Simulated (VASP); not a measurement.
# TlBi (Pm-3m) in VASP: a series of runs

The runs below take TlBi through single point, with LDA.

Everything below comes from runs of VASP 6.6.1. Logs are shortened: lines on timing, memory, paths and dates and some standing lists are left out, and cuts for length are marked.

## 1. The structure

The structure is cubic, space group Pm-3m (No. 221). Conventional cell: a = 3.992 Å, b = 3.992 Å, c = 3.992 Å, α = 90.00°, β = 90.00°, γ = 90.00°. Tl (site symmetry m-3m) is surrounded by 8 Bi at 3.46 Å. Around Bi (site symmetry m-3m) lie 8 Tl at 3.46 Å.

The cell comes from a database or a generator and needn't be the stable form of this composition.

## 2. Single point, LDA

Contents of INCAR:

```
PREC = Accurate
ENCUT = 520
EDIFF = 1E-7
ISMEAR = 0
SIGMA = 0.15
LREAL = False
LASPH = True
NELM = 60
ALGO = Fast
ISIF = 2
LWAVE = False
LCHARG = False
NBANDS = 21
```

Contents of KPOINTS:

```
Automatic mesh
0
Gamma
  14 14 14
```

Contents of POSCAR:

```
TlBi
1.0
    3.9917090000      0.0000000000      0.0000000000
    0.0000000000      3.9917090000      0.0000000000
    0.0000000000      0.0000000000      3.9917090000
Tl Bi
1 1
Direct
    0.0000000000      0.0000000000      0.0000000000
    0.5000000000      0.5000000000      0.5000000000
```

Potentials or basis: VASP PAW LDA potentials, release 64 (Tl_d, Bi_d).

Launch:

```sh
cat potpaw_LDA.64/Tl_d/POTCAR potpaw_LDA.64/Bi_d/POTCAR > POTCAR
mpirun -np 1 vasp_std > vasp.out
```

OUTCAR:

```text
PREC = Accurate
   ENCUT = 520
   EDIFF = 1E-7
   ISMEAR = 0
   LREAL = False
   LASPH = True
   NELM = 60
   ISIF = 2

 ion  position               nearest neighbor table
   1  0.000  0.000  0.000-   2 3.46   2 3.46   2 3.46   2 3.46   2 3.46   2 3.46   2 3.46   2 3.46

   2  0.500  0.500  0.500-   1 3.46   1 3.46   1 3.46   1 3.46   1 3.46   1 3.46   1 3.46   1 3.46

  LATTYP: Found a simple cubic cell.
 ALAT       =     3.9917090000

  Lattice vectors:

 A1 = (   3.9917090000,   0.0000000000,   0.0000000000)
 A2 = (   0.0000000000,   3.9917090000,   0.0000000000)
 A3 = (   0.0000000000,   0.0000000000,   3.9917090000)

Analysis of symmetry for initial positions (statically):
=====================================================================
 Subroutine PRICEL returns:
 Original cell was already a primitive cell.

 Routine SETGRP: Setting up the symmetry group for a
 simple cubic supercell.

 Subroutine GETGRP returns: Found 48 space group operations
 (whereof 48 operations were pure point group operations)
 out of a pool of 48 trial point group operations.

The static configuration has the point symmetry O_h .

Analysis of symmetry for dynamics (positions and initial velocities):
=====================================================================
 Subroutine PRICEL returns:
 Original cell was already a primitive cell.

 Routine SETGRP: Setting up the symmetry group for a
 simple cubic supercell.

 Subroutine GETGRP returns: Found 48 space group operations
 (whereof 48 operations were pure point group operations)
 out of a pool of 48 trial point group operations.

The dynamic configuration has the point symmetry O_h .

 Subroutine INISYM returns: Found 48 space group operations
 (whereof 48 operations are pure point group operations),
 and found     1 'primitive' translations

----------------------------------------------------------------------------------------

                                     Primitive cell

  volume of cell :      63.6029

  direct lattice vectors                    reciprocal lattice vectors
     3.991709000  0.000000000  0.000000000     0.250519264  0.000000000  0.000000000
     0.000000000  3.991709000  0.000000000     0.000000000  0.250519264  0.000000000
     0.000000000  0.000000000  3.991709000     0.000000000  0.000000000  0.250519264

  length of vectors
     3.991709000  3.991709000  3.991709000     0.250519264  0.250519264  0.250519264

  position of ions in fractional coordinates (direct lattice)
     0.000000000  0.000000000  0.000000000
     0.500000000  0.500000000  0.500000000

  ion indices of the primitive-cell ions
   primitive index   ion index
                 1           1
                 2           2

----------------------------------------------------------------------------------------

 KPOINTS: Automatic mesh

Automatic generation of k-mesh.
 Grid dimensions read from file:
 generate k-points for:   14   14   14

 Generating k-lattice:

  Cartesian coordinates                     Fractional coordinates (reciprocal lattice)
     0.017894233  0.000000000  0.000000000     0.071428571  0.000000000  0.000000000
     0.000000000  0.017894233  0.000000000     0.000000000  0.071428571  0.000000000
     0.000000000  0.000000000  0.017894233     0.000000000  0.000000000  0.071428571

  Length of vectors
     0.017894233  0.017894233  0.017894233

  Shift w.r.t. Gamma in fractional coordinates (k-lattice)
     0.000000000  0.000000000  0.000000000

 Subroutine IBZKPT returns following result:
 ===========================================

 Found    120 irreducible k-points:

 Following reciprocal coordinates:
            Coordinates               Weight
  0.000000  0.000000  0.000000      1.000000
  0.071429  0.000000  0.000000      6.000000
  0.142857  0.000000  0.000000      6.000000
  0.214286  0.000000  0.000000      6.000000
  0.285714  0.000000  0.000000      6.000000
  0.357143  0.000000  0.000000      6.000000
[... 16 lines left out ...]
  0.285714  0.214286  0.000000     24.000000
  0.357143  0.214286  0.000000     24.000000
 [... further k-points ...]
   k-points           NKPTS =    120   k-points in BZ     NKDIM =    120   number of bands    NBANDS=     21
   number of dos      NEDOS =    301   number of ions     NIONS =      2
   total plane-waves  NPLWV =  27000
   dimension x,y,z NGX =    30 NGY =   30 NGZ =   30
   dimension x,y,z NGXF=    60 NGYF=   60 NGZF=   60
   ions per type =               1   1
   NGX,Y,Z   is equivalent  to a cutoff of  12.49, 12.49, 12.49 a.u.
   NGXF,Y,Z  is equivalent  to a cutoff of  24.99, 24.99, 24.99 a.u.
 SYSTEM =  unknown system
   PREC   = accura    normal or accurate (medium, high low for compatibility)
   ISTART =      0    job   : 0-new  1-cont  2-samecut
   ICHARG =      2    charge: 1-file 2-atom 10-const
   ISPIN  =      1    spin polarized calculation?
   LNONCOLLINEAR =      F non collinear calculations
   LSORBIT =      F    spin-orbit coupling
   LASPH  =      T    aspherical Exc in radial PAW
   ENCUT  =  520.0 eV  38.22 Ry    6.18 a.u.   7.42  7.42  7.42*2*pi/ulx,y,z
   NELM   =     60;   NELMIN=  2; NELMDL= -5     # of ELM steps
   EDIFF  = 0.1E-06   stopping-criterion for ELM
   LREAL  =      F    real-space projection
   EDIFFG = 0.1E-05   stopping-criterion for IOM
   NSW    =      0    number of steps for IOM
   IBRION =     -1    ionic relax: 0-MD 1-quasi-New 2-CG
   NFREE  =      0    steps in history (QN), initial steepest desc. (CG)
   ISIF   =      2    stress and relaxation
   ISYM   =      2    0-nonsym 1-usesym 2-fastsym
   POTIM  = 0.5000    time-step for ionic-motion
   TEBEG  =    0.0;   TEEND  =   0.0 temperature during run
   PSTRESS=    0.0 pullay stress
   NELECT =      28.0000    total number of electrons
   NUPDOWN=      -1.0000    fix difference up-down
   EMIN   =  10.00;   EMAX   =-10.00  energy-range for DOS
   EFERMI =   0.00;   METHOD = LEGACY
   ISMEAR =     0;   SIGMA  =   0.15  broadening in eV -4-tet -1-fermi 0-gaus
   EFERMI_NEDOS =   21; number of points for ismear=-14 and -15
   IALGO  =     68    algorithm
   IMIX   =      4    mixing-type and parameters
     AMIX     =   0.40;   BMIX     =  1.00
     AMIX_MAG =   1.60;   BMIX_MAG =  1.00
  volume/ion in A,a.u.               =      31.80       214.61
  Fermi-wavevector in a.u.,A,eV,Ry     =   1.245380  2.353427 21.102254  1.550972
  Thomas-Fermi vector in A             =   2.379605
   LORBIT       =      0    0 simple, 1 ext, 2 COOP (PROOUT), +10 PAW based schemes
   GGA     = CA    functional components
   LHFCALC =     F    Hartree Fock is set to
   AEXX    =    0.0000 exact exchange contribution
   IVDW    =     0    specifies the selected vdW correction
   LEPSILON=     F    determine dielectric tensor
   LRPA    =     F    only Hartree local field effects (RPA)
 non-spin polarized calculation
 RMM-DIIS sequential band-by-band and
 Gauss-broadening in eV      SIGMA  =   0.15
  energy-cutoff  :      520.00
  volume of cell :       63.60
 maximum number of plane-waves:      1743
 NGX is ok and might be reduce to    30
   NGX = 15   NGY = 15   NGZ = 15

 number of electron      28.0000023 magnetization

 Free energy of the ion-electron system (eV)
  ---------------------------------------------------
  ext. energy  EPLUGINS =         0.00000000
  ---------------------------------------------------
  free energy    TOTEN  =        -7.28097483 eV

  energy without entropy =       -7.26725234  energy(sigma->0) =       -7.27411359

 E-fermi :   6.2060     XC(G=0): -10.2142

 val. band max:        6.1757017105   @ k =   0.4286   0.0714   0.0000
 cond. band min:       6.2141906661   @ k =   0.1429   0.1429   0.0000
 fundamental gap:      0.0384889555
 Fermi energy:         6.2059905081

 k-point     1 :       0.0000    0.0000    0.0000
  band No.  band energies     occupation
      1     -16.5534      2.00000
      2     -16.5534      2.00000
      3     -16.5246      2.00000
      4     -16.5246      2.00000
      5     -16.5246      2.00000
      6      -5.8181      2.00000
[... 13 lines left out ...]
     20      13.7788      0.00000
     21      17.5850      0.00000

 k-point     2 :       0.0714    0.0000    0.0000
  band No.  band energies     occupation
      1     -16.5533      2.00000
      2     -16.5516      2.00000
      3     -16.5251      2.00000
      4     -16.5251      2.00000
      5     -16.5245      2.00000
      6      -5.7801      2.00000
[... 13 lines left out ...]
     20      13.6049      0.00000
     21      17.2871      0.00000

 k-point     3 :       0.1429    0.0000    0.0000
  band No.  band energies     occupation
      1     -16.5531      2.00000
      2     -16.5464      2.00000
      3     -16.5265      2.00000
      4     -16.5265      2.00000
      5     -16.5243      2.00000
      6      -5.6689      2.00000
[... 13 lines left out ...]
     20      13.1177      0.00000
     21      16.4648      0.00000

 k-point     4 :       0.2143    0.0000    0.0000
  band No.  band energies     occupation
      1     -16.5528      2.00000
      2     -16.5389      2.00000
      3     -16.5285      2.00000
      4     -16.5285      2.00000
      5     -16.5240      2.00000
      6      -5.4937      2.00000
[... 13 lines left out ...]
     20      13.4719      0.00000
     21      15.6795      0.00000

 k-point     5 :       0.2857    0.0000    0.0000
  band No.  band energies     occupation
      1     -16.5524      2.00000
      2     -16.5307      2.00000
      3     -16.5307      2.00000
      4     -16.5306      2.00000
      5     -16.5237      2.00000
      6      -5.2742      2.00000
[... 13 lines left out ...]
     20      14.8301      0.00000
     21      14.9483      0.00000
[... 382 lines left out ...]
     20      14.7338      0.00000
     21      17.4702      0.00000

 k-point    22 :       0.2143    0.2143    0.0000
  band No.  band energies     occupation
      1     -16.5453      2.00000
      2     -16.5330      2.00000
      3     -16.5312      2.00000
      4     -16.5284      2.00000
      5     -16.5278      2.00000
      6      -5.3733      2.00000
[... 13 lines left out ...]
     20      14.2743      0.00000
     21      15.2771      0.00000

 k-point    23 :       0.2857    0.2143    0.0000
  band No.  band energies     occupation
      1     -16.5437      2.00000
      2     -16.5356      2.00000
      3     -16.5305      2.00000
      4     -16.5278      2.00000
      5     -16.5242      2.00000
      6      -5.3431      2.00000
[... 13 lines left out ...]
     20      15.1921      0.00000
     21      15.3026      0.00000

 k-point    24 :       0.3571    0.2143    0.0000
  band No.  band energies     occupation
      1     -16.5429      2.00000
      2     -16.5379      2.00000
      3     -16.5326      2.00000
      4     -16.5277      2.00000
      5     -16.5173      2.00000
      6      -5.3315      2.00000
[... 13 lines left out ...]
     20      15.4111      0.00000
     21      16.2832      0.00000

 [... further k-points ...]

------------------------ aborting loop because EDIFF is reached ----------------------------------------

  FORCE on cell =-STRESS in cart. coord.  units (eV):
  Direction    XX          YY          ZZ          XY          YZ          ZX
  --------------------------------------------------------------------------------------
  -------------------------------------------------------------------------------------
  Total       -1.7178848     -1.7178848     -1.7178848      0.0000000      0.0000000     -0.0000000
  in kB      -43.2740959    -43.2740959    -43.2740959      0.0000000      0.0000000     -0.0000000
  external PRESSURE =     -43.2740959 kB  Pullay stress =       0.0000000 kB

 VOLUME and BASIS-vectors are now :
 -----------------------------------------------------------------------------
  energy-cutoff  :      520.00
  volume of cell :       63.60
      direct lattice vectors                 reciprocal lattice vectors
     3.991709000  0.000000000  0.000000000     0.250519264  0.000000000  0.000000000
     0.000000000  3.991709000  0.000000000     0.000000000  0.250519264  0.000000000
     0.000000000  0.000000000  3.991709000     0.000000000  0.000000000  0.250519264

 POSITION                                       TOTAL-FORCE (eV/Angst)
 -----------------------------------------------------------------------------------
      0.00000      0.00000      0.00000         0.000000      0.000000      0.000000
      1.99585      1.99585      1.99585         0.000000      0.000000      0.000000
 -----------------------------------------------------------------------------------
    total drift:                                0.000000      0.000000      0.000000

  FREE ENERGIE OF THE ION-ELECTRON SYSTEM (eV)
  ---------------------------------------------------
  free  energy   TOTEN  =        -7.2809748309 eV

  energy  without entropy=       -7.2672523440  energy(sigma->0) =       -7.27411359
```

Run time: 2.1 min. Hardware: 1 thread of Intel Xeon Platinum 8259CL at 2.50GHz (Skylake/Cascade Lake), shared host; peak memory 0.26 GiB.

Results:

| Quantity | Value |
| --- | --- |
| Free energy | -7.2810 eV |
| Pressure | -4.3 GPa |
| Band gap on the k mesh | none (metal or under the smearing width) |

Levels at points of the mesh, in eV from the Fermi level:
```csv
k point,band 10,band 11,band 12,band 13,band 14,band 15,band 16,band 17,band 18,band 19
"(0.00, 0.00, 0.00)",-11.17,-11.17,-4.68,-0.43,-0.43,-0.43,4.93,4.93,7.57,7.57
"(0.50, 0.00, 0.00)",-11.17,-10.96,-7.25,1.16,1.36,1.39,1.39,3.87,3.87,6.04
"(0.50, 0.50, 0.00)",-11.07,-9.72,-5.42,-3.72,-3.72,1.81,5.13,5.30,5.30,6.94
"(0.50, 0.50, 0.50)",-11.07,-9.76,-4.43,-1.50,-1.50,-1.50,0.10,0.10,0.10,15.38
```

Caveat: spin-orbit coupling is left out, which moves the levels of the heavy elements.

## 3. Single point, LDA

Contents of INCAR:

```
PREC = Accurate
ENCUT = 520
EDIFF = 1E-7
ISMEAR = 0
SIGMA = 0.15
LREAL = F
LASPH = T
NELM = 100
ALGO = Normal
ISIF = 2
LWAVE = F
LCHARG = F
NBANDS = 21
```

Contents of KPOINTS:

```
regular mesh
0
Gamma
  12 12 12
```

POSCAR is that of step 2.

Potentials or basis: VASP PAW LDA potentials, release 64 (Tl_d, Bi_d).

Launch:

```sh
cat potpaw_LDA.64/Tl_d/POTCAR potpaw_LDA.64/Bi_d/POTCAR > POTCAR
mpirun -np 1 vasp_std > vasp.out
```

It took 57 s on 1 thread of Intel Xeon Platinum 8259CL at 2.50GHz (Skylake/Cascade Lake), shared host; peak memory 0.23 GiB.

Results (log left out):

* Free energy: -7.2752 eV
* Pressure: -4.3 GPa
* Band gap on the k mesh: none (metal or under the smearing width)

Levels at points of the mesh, in eV from the Fermi level:
| k point | band 11 | band 12 | band 13 | band 14 | band 15 | band 16 | band 17 | band 18 |
| --- | --- | --- | --- | --- | --- | --- | --- | --- |
| (0.00, 0.00, 0.00) | -11.15 | -4.66 | -0.42 | -0.42 | -0.42 | 4.94 | 4.94 | 7.58 |
| (0.50, 0.00, 0.00) | -10.95 | -7.24 | 1.17 | 1.37 | 1.39 | 1.39 | 3.89 | 3.89 |
| (0.50, 0.50, 0.00) | -9.71 | -5.40 | -3.71 | -3.71 | 1.82 | 5.14 | 5.31 | 5.31 |
| (0.50, 0.50, 0.50) | -9.75 | -4.42 | -1.49 | -1.49 | -1.49 | 0.11 | 0.11 | 0.11 |

Caveat: spin-orbit coupling is left out, which moves the levels of the heavy elements.
